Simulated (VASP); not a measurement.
# H2SN2: single point with PBE+D3(BJ)

Crystal: H2SN2.

```
CELL_PARAMETERS angstrom
7.51729 0.00000 0.00000
0.00000 7.51729 0.00000
0.00000 0.00000 7.51729
ATOMIC_POSITIONS crystal
N 0.86905 0.52698 0.00514
N 0.93073 0.49338 0.88323
N 0.20841 0.77767 0.04414
N 0.24521 0.79280 0.90471
N 0.28239 0.12929 0.34194
N 0.17611 0.05376 0.41145
N 0.10009 0.57925 0.37992
N 0.20368 0.67099 0.42974
S 0.85686 0.95275 0.81761
S 0.68251 0.86715 0.22907
S 0.37121 0.22778 0.93837
S 0.74569 0.36907 0.46777
H 0.87325 0.12058 0.88778
H 0.00911 0.00118 0.73992
H 0.53370 0.78201 0.31005
H 0.66117 0.03940 0.29568
H 0.54430 0.21079 0.87049
H 0.25026 0.21759 0.79702
H 0.60753 0.48078 0.53051
H 0.80625 0.48971 0.36300
```

The cell was built by a generator and needn't be a form met in nature.

```
Program             : VASP 6.6.1
Task                : single point
Functional          : PBE
Dispersion          : D3(BJ)
Potentials or basis : VASP PAW PBE potentials, release 64 (N, S, H)
Cutoff              : 520 eV
k mesh              : 1 × 1 × 1
Occupations         : fermi-dirac, width 0.02 eV
Spin                : no spin polarisation
```

```yaml
Pressure: 1.5 GPa
Largest_force: 10.349 eV/Å
Band_gap_on_the_k_mesh: 3.45 eV, direct
Dispersion_energy_per_atom: -0.057 eV
```

Forces in eV/Å, atoms in the order of the input:
```
N   -4.587  2.332  8.979
N    4.551 -2.512 -8.922
N   -0.753 -0.370  3.416
N    1.076  0.269 -3.469
N    0.292  0.219 -0.035
N   -0.359 -0.082  0.190
N   -0.558 -0.633 -0.363
N    0.845  0.521  0.522
S    0.002  1.123  0.208
S   -0.971 -0.067  0.650
S    0.060  0.203 -0.075
S   -1.838 -0.651  1.668
H   -0.533 -0.526  0.158
H    0.334 -0.400 -0.618
H    1.114  1.106 -0.477
H   -0.233 -1.015 -0.108
H   -1.435 -0.028 -0.405
H    1.438  0.029  0.268
H    1.014 -0.851 -0.492
H    0.541  1.333 -1.094
```

Stress tensor (GPa, compression positive):
```
-0.34  0.01 -2.17
 0.01 -0.10  0.02
-2.17  0.02  5.04
```

Levels at points of the mesh, in eV from the valence-band top:
| k point | band 33 | band 34 | band 35 | band 36 | band 37 | band 38 | band 39 | band 40 |
| --- | --- | --- | --- | --- | --- | --- | --- | --- |
| (0.00, 0.00, 0.00) | -0.53 | -0.45 | -0.31 | 0.00 | 3.45 | 3.65 | 3.76 | 4.11 |

It took 58 s on 1 thread of AMD EPYC 7R43 64-Core Processor (Zen 3), on a shared host, peak memory 0.35 GiB.

Caveat: the standard files for N, O and F lose accuracy on very short bonds. PBE gaps usually lie below the measured ones, often by a third to a half.
